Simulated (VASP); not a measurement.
Data:

```
CELL_PARAMETERS angstrom
      0.00000     3.24925     3.24925
      3.24925     0.00000     3.24925
      3.24925     3.24925     0.00000
ATOMIC_POSITIONS crystal
  Cd 0.00000 0.00000 0.00000
  Te 0.25000 0.25000 0.25000
```

Computed with PBEsol GGA, VASP's PBE PAW potentials (set 64) (plane waves; VASP). Numerical set-up: 520 eV cut-off, 8×8×8 Γ-centred mesh, tetrahedra with Blöchl corrections, potentials Cd Te.

Unless said otherwise, spin-orbit coupling is left out, though it shifts the bands of the heavy elements here.

**Question.** Estimate the energy per atom (σ→0), band gap (on the k-mesh) with the smallest direct gap where there is one.

**Answer.** 
| Property | Result |
|---|---|
| band gap (on the k-mesh) | 0.64 eV |
| smallest direct gap (on the k-mesh) | 0.64 eV |
| energy per atom (σ→0) | -2745 meV/atom |

Only differences to runs with the same potentials and settings are physical.

The compound is CdTe in the zinc blende structure. It was relaxed first.
